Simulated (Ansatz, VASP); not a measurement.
This is a calculation of ZnBr for VASP 6.6.1.

File POSCAR:

```
ZnBr
1.0
    4.9186300000      0.0000000000      0.0000000000
   -2.4593200000      4.2596600000      0.0000000000
    0.0000000000      0.0000000000      4.9864800000
Zn Br
1 1
Direct
    0.0000000000      0.0000000000      0.5000000000
    0.0000000000      0.0000000000      0.0000000000
```

INCAR.step1

```
PREC = Accurate
ENCUT = 520
EDIFF = 1E-5
ISMEAR = -1
SIGMA = 0.05
LREAL = False
LASPH = True
NELM = 100
ALGO = Normal
ISIF = 2
LWAVE = True
LCHARG = False
GGA = PE
```

The input INCAR.step2:

```
PREC = Accurate
ENCUT = 520
EDIFF = 1E-7
ISMEAR = -1
SIGMA = 0.05
LREAL = False
LASPH = True
NELM = 100
ALGO = Normal
ISIF = 2
LWAVE = False
LCHARG = False
GGA = PE
LHFCALC = True
HFSCREEN = 0.15
AEXX = 0.25
PRECFOCK = Fast
ISTART = 1
```

The input KPOINTS:

```
regular mesh
0
Gamma
  3 3 3
```

Potentials or basis: VASP PAW PBE potentials, release 64 (Zn, Br).

Launch:

```bash
$ cat potpaw_PBE.64/Zn/POTCAR potpaw_PBE.64/Br/POTCAR > POTCAR
$ cp INCAR.step1 INCAR
$ mpirun -np 1 vasp_std > vasp.out
$ cp INCAR.step2 INCAR
$ mpirun -np 1 vasp_std > vasp.out
```

Task: Translate it to Ansatz 0.2.0. Potentials there: Ansatz PAW.

Result: As run (the cutoff follows the program's own potentials):

input.yaml

```yaml
crystal:
  lattice:
    - [4.91863, 0.0, 0.0]
    - [-2.45932, 4.25966, 0.0]
    - [0.0, 0.0, 4.98648]
  atoms:
    - { symbol: Zn, position: [0.0, 0.0, 0.5] }
    - { symbol: Br, position: [0.0, 0.0, 0.0] }
hamiltonian:
  xc:
    exchange: pbe
    correlation: pbe
    exx: { coeff: 0.25, omega: 0.15 }
  pseudopotentials: { kind: paw }
kpoints:
  mp_grid: { grid: [3, 3, 3] }
scf:
  occupations: { method: fermi_dirac, width: 0.05 }
output:
  forces: true
  stress: true
  eigenvalues: true
```

Potentials or basis: Ansatz PAW.

Launch:

```sh
$ ansatz run input.yaml --threads 1 --pin off --max-ram 3584MiB --backend cpu --events-out ev --progress --plain --runs-dir out
```

Both were run:

|  | VASP | Ansatz | Ansatz less VASP |
| --- | --- | --- | --- |
| gap on the k mesh at the Fermi level (eV) | none | none | - |
| pressure (GPa) | -0.1 | -0.1 | 0.00 |
| largest component of the traceless stress (GPa) | 0.35 | 0.32 | -0.032 |

A gap of «none» marks a metal or a gap that the smearing closes. With one functional, cell and mesh, what is left measures potentials, basis and numerics.

Caveats: the k mesh is coarse (spacing up to 0.49 Å⁻¹), so the values aren't converged, least of all with exact exchange; an odd number of electrons without spin polarisation forces a metal; a magnetic or distorted state may lie lower; the PAW data sets were made with another functional, which shifts forces and pressure a little (VASP); the PAW data sets come from PBE, with cores solved anew for the run's functional, which leaves a small shift of forces and pressure (Ansatz); the thresholds are loose for stress (Ansatz).
